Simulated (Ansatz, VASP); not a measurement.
# Cross-check of Bi (Bismuth) between VASP and Ansatz

One calculation is typed for both programs; each brings its own data sets. How far apart do they land? The cell is taken from a series of runs on this material, whose earlier steps may have relaxed, scaled, displaced or heated it; both programs get it as it stands.

Program: Ansatz 0.2.0. Level of theory: plane waves, with VASP 6.6.1 beside it; zone-centre phonons at LDA. Results are calculated unless marked as measured.

### 1. The starting structure

The structure is trigonal, space group R-3m (No. 166). The conventional cell has a = 4.584 Å, b = 4.584 Å, c = 11.229 Å, α = 90.00°, β = 90.00°, γ = 120.00°. Nearest to Bi lie 6 Bi at 3.09 to 3.41 Å.

Coordinates:

```cif
data_structure
_symmetry_space_group_name_H-M 'P 1'
_symmetry_Int_Tables_number 1
_cell_length_a 4.5841
_cell_length_b 4.5841
_cell_length_c 4.5841
_cell_angle_alpha 59.995
_cell_angle_beta 59.995
_cell_angle_gamma 59.995
_cell_volume 68.11
loop_
_atom_site_label
_atom_site_type_symbol
_atom_site_fract_x
_atom_site_fract_y
_atom_site_fract_z
_atom_site_occupancy
Bi1 Bi 0.23729 0.23729 0.23729 1
Bi2 Bi 0.76271 0.76271 0.76271 1
```

### 2. Ansatz: zone-centre phonons, LDA

Ansatz runs on its PAW soft_1 files.

Second derivatives magnify differences that forces hide, and they need a tight electronic threshold.

input.yaml reads:

```yaml
crystal:
  lattice:
    - [2.2918677937, 1.3232104876, 3.7430057539]
    - [-2.2918677937, 1.3232104876, 3.7430057539]
    - [0.0, -2.6464209752, 3.7430057539]
  atoms:
    - { symbol: Bi, position: [0.2372893373, 0.2372893373, 0.2372893373] }
    - { symbol: Bi, position: [0.7627106627, 0.7627106627, 0.7627106627] }
kpoints:
  mp_grid: { grid: [12, 12, 12] }
hamiltonian:
  xc: lda
  pseudopotentials: { kind: paw, azcp: { folder: soft_1 }, xc_functional: pbe }
scf:
  occupations: { method: methfessel_paxton, width: 0.2 }
output:
  eigenvalues: true
phonons:
  method: dfpt
```

On the command line:

```bash
ansatz run input.yaml --threads 4 --pin off --max-ram 10240MiB --backend cpu --events-out ev --progress --plain --runs-dir out
```

Numbers of over 12 decimals in the logs are rounded to 6 here.

Output:

```text
Engine: ansatz 0.2.0, aarch64-unknown-linux-gnu
Pseudopotentials: kind: paw
Pseudopotential: Bi, paw, valence charge 15, recommended cutoff 420 eV (normal), soft_1/Bi.paw.azcp
Functional definition: SPW92
  exchange = slater_x
  correlation = pw_c
Crystal: 2 atoms, lattice volume = 68.107 Å³
Basis set: ecut = 420 eV, 1363 PW (Γ), exchange–correlation on 64×64×64 points (8 copies of the dense FFT grid, shifted against one another)
Bands: 19, of which v1, the nominal top of the filled ones, is band 15 counted from 1 (14 counted from 0)
Symmetry: 12 space group operations
k-points: 476 of 1728 (irreducible under 2 space group operations, time reversal used)
Non-local potential: Bi, projectors of the file, l = 0: 2, l = 1: 2, l = 2: 2, l = 3: 1
PAW form: soft (Blöchl's): semilocal exchange-correlation on the pseudo side does not see the compensation charge
PAW frozen core: Bi, regenerated for the run's functional, and the local potential with it (the file was generated under x = pbe(κ = 0.804, μ = 0.219515), c = pbe(β = 0.066725))
PAW one-centre angular grid: Bi, 590 points (default); XC on 64 Gauss nodes
Initial density: superposition of atomic densities (chi_scale 0.1, normalization cell)
Initial wavefunctions: pseudopotential atomic-orbital guess
Functional: x = slater, c = lda
SCF iter   1: F=—  HF=-24175.695526 eV  |F-HF|=—  |Δ(HF+E_count)|=         —  Δρ=1.11e-2  dr2=7.26e-2  ethr=3.10e-3  ⟨swp⟩=5.5  Hψ=43459  notcnv=0
preconditioner: auto → Kerker (q_TF=auto, 2.380 Å⁻¹)  [metal: Δε(μ)=0.028 eV  Ē_g=20.240 eV  σ=0.200 eV  W_gap=0.12  n_scr=14 (ndim 8)  ℏωp=24.6 eV  f_vac=0.000  D(μ)=0.21/eV (n_scr^D=0)]
SCF iter   2: F=—  HF=-24175.679695 eV  |F-HF|=—  |Δ(HF+E_count)|=   1.58e-2  S|Δr|=    0.00e0  Δρ=6.97e-3  dr2=3.00e-2  ethr=2.42e-4  ⟨swp⟩=1.0  Hψ=12852  notcnv=0
SCF iter   3: F=—  HF=-24175.673261 eV  |F-HF|=—  |Δ(HF+E_count)|=   6.43e-3  S|Δr|=    0.00e0  Δρ=9.91e-4  dr2=1.06e-3  ethr=9.99e-5  ⟨swp⟩=2.0  Hψ=16194  notcnv=0
SCF iter   4: F=—  HF=-24175.673121 eV  |F-HF|=—  |Δ(HF+E_count)|=   1.39e-4  S|Δr|=    0.00e0  Δρ=3.29e-4  dr2=1.10e-4  ethr=3.52e-6  ⟨swp⟩=3.0  Hψ=16263  notcnv=0
SCF iter   5: F=—  HF=-24175.673121 eV  |F-HF|=—  |Δ(HF+E_count)|=   4.85e-7  S|Δr|=    0.00e0  Δρ=1.65e-4  dr2=2.36e-5  ethr=3.65e-7  ⟨swp⟩=2.0  Hψ=14943  notcnv=0
SCF iter   6: F=—  HF=-24175.673116 eV  |F-HF|=—  |Δ(HF+E_count)|=   4.47e-6  S|Δr|=    0.00e0  Δρ=2.23e-5  dr2=4.88e-7  ethr=7.85e-8  ⟨swp⟩=2.0  Hψ=16190  notcnv=0
SCF iter   7: F=—  HF=-24175.673114 eV  |F-HF|=—  |Δ(HF+E_count)|=   2.43e-6  S|Δr|=    0.00e0  Δρ=5.53e-6  dr2=3.07e-8  ethr=1.63e-9  ⟨swp⟩=3.0  Hψ=16670  notcnv=0
SCF iter   8: F=—  HF=-24175.673114 eV  |F-HF|=—  |Δ(HF+E_count)|=   6.51e-9  S|Δr|=    0.00e0  Δρ=1.62e-6  dr2=3.10e-9  ethr=1.02e-10  ⟨swp⟩=2.5  Hψ=15931  notcnv=0
SCF iter   9: F=—  HF=-24175.673114 eV  |F-HF|=—  |Δ(HF+E_count)|=  7.64e-10  S|Δr|=    0.00e0  Δρ=3.12e-7  dr2=1.10e-10  ethr=1.03e-11  ⟨swp⟩=3.0  Hψ=16230  notcnv=0
SCF iter  10: F=—  HF=-24175.673114 eV  |F-HF|=—  |Δ(HF+E_count)|=  1.46e-11  S|Δr|=    0.00e0  Δρ=1.09e-7  dr2=1.90e-11  ethr=1.00e-12  ⟨swp⟩=6.0  Hψ=37613  notcnv=0
SCF iter  11: F=-24175.673114 eV  HF=-24175.673114 eV  |F-HF|=1.09e-11  |Δ(HF+E_count)|=  1.09e-11  S|Δr|=    0.00e0  Δρ=4.93e-8  dr2=2.23e-12  ethr=1.00e-12  ⟨swp⟩=5.1  Hψ=34909  notcnv=0
SCF 1 converged in 11 iterations: F = -24175.673114 eV  dr2 = 2.23e-12
  greatest PAW one-centre occupation: 0.988 electrons in one spin orbital (limit 2), on the Bi atom at site 1 (counted from 0), in its partial waves of l = 2
DFPT response loops at Γ: preconditioner auto → Kerker (q_TF=auto, 2.380 Å⁻¹) (partly filled bands, converged f_vac=0.000); β = 1.00, the filter's whole step (`scf.mixing.beta` (0.50) is not read by the response loops under this deck's `scf.mixing.preconditioner`; to damp them name `kerker` or `kerker_dos`, under which they read `scf.mixing.beta`, and type it under 1.00, their step now; both keys bind the ground state too); Broyden in place of MSR1
SCF converged after 11 iterations
Stability not checked: this state was not tested for a lower state beside it, because cold or Methfessel-Paxton smearing, or corrected tetrahedra, fill the levels in a way that the test cannot read (fill_not_monotonic; see scf.lower_state_search)
Free energy (F): -24175.673114 eV
Harris-Foulkes:  -24175.673114 eV  (|F-HF|=1.09e-11)
Internal energy: -24175.675475 eV  (E = F + TS)
E sigma→0 (E₀):  -24175.673704 eV
Entropy (-TS):   0.002361 eV (1.181 meV/atom)
Fermi energy:    9.823704 eV
--- Per-component energies (eV) ---
  E_band       = -212.389726
  E_kinetic    = 510.542163
  E_local      = -2664.417425  (includes V_loc(G=0)·N_el)
  E_nonlocal   = 825.141716
  E_hartree    = 987.839120
  E_xc         = -301.541788
  E_vxc        = -263.219229  (∫ρ·V_xc dr)
  E_paw        = -20705.133377  (= ΣΔE_a)
  E_vpaw       = -596.115601  (= ΣTr[D̂ρ^β])
  E_aug_tail   = 0.000404  (compensation charges beyond the density's cutoff)
  E_ewald      = -2828.096644
  E_core_change = -0.009642  (= ΣΔE_core)
  E_smearing   = 0.002361  (= −TS)
  E_closure    = -0.000000  (closes the sum)
  Σ components = -24175.673114   (vs F -24175.673114, Δ=0.00e0)
--- Band table (eV; the first three rows and the last of 476) ---
  k-point 0: bands = [... 11 lower, 2.3953, 8.4404, 8.4404, 8.6585, 12.6185, 12.9733, 12.9733, 15.4120]
  k-point 1: bands = [... 11 lower, 2.2235, 8.4536, 8.4900, 8.6796, 12.4329, 12.6479, 12.7725, 15.0753]
  k-point 2: bands = [... 11 lower, 1.7565, 8.4965, 8.5975, 8.7513, 11.8245, 12.1296, 12.2770, 14.8931]
  k-point 475: bands = [... 11 lower, -0.3614, 8.8116, 9.1838, 9.1838, 10.1592, 10.1592, 10.2122, 17.4136]
--- Phonons (Γ-DFPT): 2 representative perturbations + reference, on 476 of 1728 k-points (Σ response iterations 4) ---
  k mesh reduced under 2 symmetry operations, with k and −k counted as one. Each operation leaves every solved perturbation unchanged. A smaller set is not used because it would not reduce the number of displacements times k-points to solve
  ASR residual: 3.392e-4 → 0.000e0 eV/Å²; symmetrization residual: 3.849e-5 eV/Å²
  ASR residual per site (eV/Å²): 3.39e-4 3.39e-4
  Γ frequencies (cm⁻¹): 0.00 0.00 0.00 49.33 49.33 93.64
  non-analytic LO–TO correction: not included (Born effective charges unavailable; polar crystals: no LO–TO splitting at Γ)
```

### 3. VASP: zone-centre phonons, LDA

The same cell, functional (in two slightly different forms), mesh and smearing now go to VASP, with its own data sets.

Lines of VASP's logs that name or quote its potential files are left out, and so is its time.

INCAR reads:

```
SYSTEM = Bi
PREC = Accurate
ENCUT = 500
EDIFF = 1E-08
NELM = 120
ISMEAR = 1
SIGMA = 0.2
LREAL = .FALSE.
ALGO = Normal
GGA = PW92
NBANDS = 21
LORBIT = 11
LWAVE = .FALSE.
LCHARG = .FALSE.
ISIF = 2
IBRION = 8
LASPH = .TRUE.
GGA_COMPAT = .FALSE.
KPAR = 2
```

POSCAR reads:

```
Bi
1.0
    2.2918677937      1.3232104876      3.7430057539
   -2.2918677937      1.3232104876      3.7430057539
    0.0000000000     -2.6464209752      3.7430057539
Bi
2
Direct
    0.2372893373      0.2372893373      0.2372893373
    0.7627106627      0.7627106627      0.7627106627
```

KPOINTS reads:

```
Automatic mesh
0
Gamma
12 12 12
0 0 0
```

Potentials, in the order of the species: Bi_d (LDA family, release 64).

On the command line:

```bash
mpirun -np 2 vasp_std
```

Output:

```text
[banner, memory and clock lines left out]
running    2 mpi-ranks, on    1 nodes
 distrk:  each k-point on    1 cores,    2 groups
 distr:  one band on    1 cores,    1 groups

 POSCAR found type information on POSCAR Bi
 POSCAR found :  1 types and       2 ions
|                                                                             |
|               ----> ADVICE to this user running VASP <----                  |
|                                                                             |
|     You enforced a specific xc type in the INCAR file but a different       |
|     [... a line on the potential file left out ...]
|     I HOPE YOU KNOW WHAT YOU ARE DOING!                                     |
|                                                                             |

 LDA part: xc-table for (Slater(with rela. corr.)+PW92), standard interpolation
 POSCAR, INCAR and KPOINTS ok, starting setup
 FFT: planning ... GRIDC
 FFT: planning ... GRID_SOFT
 FFT: planning ... GRID
 WAVECAR not read
 entering main loop
       N       E                     dE             d eps       ncg     rms          rms(c)
DAV:   1     0.302707791965E+03    0.30271E+03   -0.16106E+04  7943   0.169E+03
DAV:   2     0.163711574795E+02   -0.28634E+03   -0.28010E+03  8053   0.443E+02
DAV:   3    -0.823034705987E+01   -0.24602E+02   -0.24284E+02  9421   0.147E+02
DAV:   4    -0.908259247445E+01   -0.85225E+00   -0.85168E+00  9395   0.301E+01
DAV:   5    -0.912343658687E+01   -0.40844E-01   -0.40843E-01 11393   0.589E+00    0.102E+00
DAV:   6    -0.911021152243E+01    0.13225E-01   -0.18878E-02 10226   0.152E+00    0.591E-01
DAV:   7    -0.910427789085E+01    0.59336E-02   -0.11261E-02 10199   0.122E+00    0.104E-01
DAV:   8    -0.910418879675E+01    0.89094E-04   -0.11380E-03  9120   0.431E-01    0.155E-02
DAV:   9    -0.910419254932E+01   -0.37526E-05   -0.50655E-05 11679   0.633E-02    0.588E-03
DAV:  10    -0.910419259566E+01   -0.46337E-07   -0.21674E-06 10305   0.115E-02    0.135E-03
DAV:  11    -0.910419262324E+01   -0.27586E-07   -0.15119E-07 10475   0.304E-03    0.469E-04
DAV:  12    -0.910419262698E+01   -0.37357E-08   -0.14260E-08  7052   0.122E-03
   1 F= -.91041926E+01 E0= -.91049972E+01  d E =0.241373E-02
 Linear response reoptimize wavefunctions to high precision
DAV:   1    -0.910419262665E+01    0.32833E-09   -0.28115E-09  5805   0.628E-04
DAV:   2    -0.910419262671E+01   -0.60936E-10   -0.54980E-10  5159   0.257E-04
 Linear response DOF=           2
 Linear response progress:
  Degree of freedom:   1/  2
       N       E                     dE             d eps       ncg     rms          rms(c)
RMM:   1    -0.331494122594E+00   -0.33149E+00    0.21607E-01 48371   0.839E+00
RMM:   2    -0.340289141502E+00   -0.87950E-02   -0.20233E-02 62303   0.118E+00    0.453E-02
RMM:   3    -0.340516382540E+00   -0.22724E-03   -0.17250E-03 66996   0.333E-01    0.257E-02
RMM:   4    -0.340427167336E+00    0.89215E-04   -0.13685E-04 69211   0.103E-01    0.601E-03
RMM:   5    -0.340435104789E+00   -0.79375E-05   -0.18825E-05 64755   0.334E-02    0.230E-03
RMM:   6    -0.340440089127E+00   -0.49843E-05   -0.39275E-06 67908   0.147E-02    0.978E-04
RMM:   7    -0.340439220728E+00    0.86840E-06   -0.17365E-06 67882   0.485E-03    0.300E-04
RMM:   8    -0.340435558935E+00    0.36618E-05    0.49347E-07 68964   0.177E-03    0.107E-04
RMM:   9    -0.340433883422E+00    0.16755E-05   -0.18782E-07 69529   0.779E-04    0.261E-05
RMM:  10    -0.340433861547E+00    0.21876E-07   -0.35358E-08 71922   0.384E-04    0.173E-05
RMM:  11    -0.340433695498E+00    0.16605E-06    0.56732E-09 71013   0.234E-04    0.953E-06
RMM:  12    -0.340433310735E+00    0.38476E-06    0.58925E-09 69345   0.161E-04    0.546E-06
RMM:  13    -0.340433456555E+00   -0.14582E-06   -0.53264E-09 66066   0.118E-04    0.344E-06
RMM:  14    -0.340433387210E+00    0.69345E-07   -0.12583E-08 69137   0.962E-05    0.153E-06
RMM:  15    -0.340433345550E+00    0.41660E-07   -0.15045E-08 74533   0.873E-05    0.374E-07
RMM:  16    -0.340433347018E+00   -0.14681E-08   -0.17107E-08 69416   0.823E-05    0.471E-07
 first order change of Fermi-energy  -0.12086E-04
 force on displaced ion       1 direction 1 :  -0.978   0.000   0.000
 Linear response progress:
  Degree of freedom:   2/  2
       N       E                     dE             d eps       ncg     rms          rms(c)
RMM:   1    -0.330846434048E+00   -0.33085E+00    0.26760E-01 10526   0.858E+00
RMM:   2    -0.339464892705E+00   -0.86185E-02   -0.19221E-02 13568   0.117E+00    0.379E-02
RMM:   3    -0.339591705130E+00   -0.12681E-03   -0.16155E-03 14588   0.322E-01    0.211E-02
RMM:   4    -0.339413900250E+00    0.17780E-03   -0.13184E-04 14826   0.102E-01    0.544E-03
RMM:   5    -0.339422795779E+00   -0.88955E-05   -0.16510E-05 14928   0.312E-02    0.313E-03
RMM:   6    -0.339434659281E+00   -0.11864E-04   -0.28035E-06 14357   0.137E-02    0.762E-04
RMM:   7    -0.339436656220E+00   -0.19969E-05   -0.37868E-07 14759   0.442E-03    0.523E-04
RMM:   8    -0.339435293283E+00    0.13629E-05   -0.37625E-08 13355   0.164E-03    0.723E-05
RMM:   9    -0.339434888098E+00    0.40518E-06   -0.23777E-08 15281   0.766E-04    0.499E-05
RMM:  10    -0.339434712421E+00    0.17568E-06    0.41494E-09 14930   0.320E-04    0.330E-05
RMM:  11    -0.339434630657E+00    0.81765E-07   -0.12294E-08 14916   0.195E-04    0.696E-06
RMM:  12    -0.339434658250E+00   -0.27593E-07   -0.97988E-09 15887   0.137E-04    0.205E-06
RMM:  13    -0.339434655816E+00    0.24337E-08   -0.12198E-08 15442   0.108E-04    0.870E-07
 first order change of Fermi-energy   0.36498E+00
 force on displaced ion       1 direction 3 :   0.000  -0.000  -3.417
 Linear response finished
```

OUTCAR, selected parts (step 3):

```text
ion  position               nearest neighbor table
   1  0.237  0.237  0.237-   2 3.09   2 3.09   2 3.09   2 3.41   2 3.41   2 3.41
   2  0.763  0.763  0.763-   1 3.09   1 3.09   1 3.09   1 3.41   1 3.41   1 3.41

  LATTYP: Found a trigonal (rhomboedric) cell.
 ALAT       =     4.5840632688
 COS(alpha) =     0.5000714802

 Subroutine GETGRP returns: Found 12 space group operations
 (whereof 12 operations were pure point group operations)

The static configuration has the point symmetry D_3d.

 Found    189 irreducible k-points:

   k-points           NKPTS =    189   k-points in BZ     NKDIM =    189   number of bands    NBANDS=     21

   dimension x,y,z NGX =    36 NGY =   36 NGZ =   36
   dimension x,y,z NGXF=    72 NGYF=   72 NGZF=   72

   ENCUT  =  500.0 eV  36.75 Ry    6.06 a.u.   8.36  8.36  8.36*2*pi/ulx,y,z

   NELECT =      30.0000    total number of electrons

 k-points in reciprocal lattice and weights: Automatic mesh
   0.00000000  0.00000000  0.00000000       0.001
   0.08333333  0.00000000 -0.00000000       0.003
   0.16666667  0.00000000 -0.00000000       0.003
   0.25000000  0.00000000 -0.00000000       0.003
   0.33333333  0.00000000 -0.00000000       0.003
   0.41666667  0.00000000  0.00000000       0.003
   0.50000000  0.00000000 -0.00000000       0.002
   0.08333333  0.08333333 -0.00000000       0.003
   0.16666667  0.08333333 -0.00000000       0.007
[...]
-0.41666667  0.50000000  0.41666667       0.003
   0.50000000  0.50000000  0.50000000       0.001

 average (electrostatic) potential at core
       1-104.3964       2-104.3964

  Total       -0.6178252     -0.6178252      0.0207847      0.0000000      0.0000000      0.0000000
  in kB      -14.5340268    -14.5340268      0.4889500      0.0000000      0.0000000      0.0000000
  external PRESSURE =      -9.5263678 kB  Pullay stress =       0.0000000 kB

  energy-cutoff  :      500.00
  volume of cell :       68.11
      direct lattice vectors                 reciprocal lattice vectors
     2.291867794  1.323210488  3.743005754     0.218162671  0.125956277  0.089054988
    -2.291867794  1.323210488  3.743005754    -0.218162671  0.125956277  0.089054988
     0.000000000 -2.646420975  3.743005754     0.000000000 -0.251912554  0.089054988

 POSITION                                       TOTAL-FORCE (eV/Angst)
 -----------------------------------------------------------------------------------
      0.00000      0.00000      2.66453         0.000000     -0.000000      0.013629
      0.00000      0.00000      8.56449         0.000000      0.000000     -0.013629
 -----------------------------------------------------------------------------------
    total drift:                                0.000000     -0.000000      0.000000

 Eigenvectors and eigenvalues of the dynamical matrix
 ----------------------------------------------------

   1 f  =    2.827173 THz    17.763654 2PiTHz   94.304353 cm-1    11.692244 meV
             X         Y         Z           dx          dy          dz
      0.000000  0.000000  2.664526    -0.000000    0.000000    0.707107
      0.000000  0.000000  8.564491     0.000000    0.000000   -0.707107

   2 f  =    1.512578 THz     9.503808 2PiTHz   50.454174 cm-1     6.255517 meV
             X         Y         Z           dx          dy          dz
      0.000000  0.000000  2.664526     0.707107    0.000000    0.000000
      0.000000  0.000000  8.564491    -0.707107   -0.000000    0.000000

   3 f  =    1.512578 THz     9.503808 2PiTHz   50.454174 cm-1     6.255517 meV
             X         Y         Z           dx          dy          dz
      0.000000  0.000000  2.664526    -0.000000    0.707107   -0.000000
      0.000000  0.000000  8.564491     0.000000   -0.707107    0.000000

   4 f  =    0.000000 THz     0.000000 2PiTHz    0.000001 cm-1     0.000000 meV
             X         Y         Z           dx          dy          dz
      0.000000  0.000000  2.664526    -0.063275    0.704270   -0.000000
      0.000000  0.000000  8.564491    -0.063275    0.704270    0.000000

   5 f  =    0.000000 THz     0.000000 2PiTHz    0.000000 cm-1     0.000000 meV
             X         Y         Z           dx          dy          dz
      0.000000  0.000000  2.664526    -0.704270   -0.063275    0.000000
      0.000000  0.000000  8.564491    -0.704270   -0.063275    0.000000

   6 f  =    0.000000 THz     0.000000 2PiTHz    0.000000 cm-1     0.000000 meV
             X         Y         Z           dx          dy          dz
      0.000000  0.000000  2.664526    -0.000000    0.000000    0.707107
      0.000000  0.000000  8.564491     0.000000    0.000000    0.707107

 ELASTIC MODULI CONTR FROM IONIC RELAXATION (kBar)
 Direction    XX          YY          ZZ          XY          YZ          ZX
 --------------------------------------------------------------------------------
 XX        -151.1044     59.7744    -82.0199      0.0000    251.2250     -0.0000
 YY          59.7744   -151.1044    -82.0199     -0.0000   -251.2250      0.0000
 ZZ         -82.0199    -82.0199   -147.3176     -0.0000      0.0000      0.0000
 XY           0.0000     -0.0000     -0.0000   -105.4394     -0.0000    248.9914
 YZ         251.2250   -251.2250      0.0000     -0.0000   -598.5808      0.0000
 ZX          -0.0000      0.0000      0.0000    248.9914      0.0000   -587.9843
 --------------------------------------------------------------------------------
```

### 4. Comparison

Known differences besides the potentials themselves: the cutoff is 420 eV in Ansatz and 500 eV in VASP; VASP's log shows a relativistic correction to its local exchange, Ansatz's none. Total energies have different zeros and are not compared.

The two programs side by side:

| quantity | Ansatz | VASP | difference |
| --- | --- | --- | --- |
| optical mode 1 to 2 (cm⁻¹) | 49.3 | 50.5 | -1.1 |
| optical mode 3 (cm⁻¹) | 93.6 | 94.3 | -0.70 % |

Modes are paired by rising frequency, not by their patterns, so a pair may set unlike modes beside each other; they are those without the splitting of longitudinal modes.

### 5. Outcome

```json
{
 "r.m.s. difference of the optical zone-centre modes, each program's sorted by frequency (zone-centre phonons, LDA)": "0.99 cm⁻¹",
 "difference in optical mode 3 (zone-centre phonons, LDA)": "-0.7 %"
}
```

What this shows: The r.m.s. difference of the optical zone-centre modes, each program's sorted by frequency is 0.99 cm⁻¹ (zone-centre phonons, LDA). Among the rows given in per cent, the largest difference of the zone-centre phonons, LDA pair is in optical mode 3, -0.7 %. Such differences can come from data sets, numerical settings and the points named under the comparisons, not from the functional's error against experiment.

[Lines on the potential files, build, host, timing and source positions are cut from VASP's logs without a mark.]

[Logs are printed without paths, hosts, clocks, repeated set-up lines and the standing remarks that a program may print on its own settings, such as how far it seeks lower states.]

[Hosts, paths, dates, database ids (printed as entryN), source tags and the programs' standing remarks are cut or masked in the printed files.]
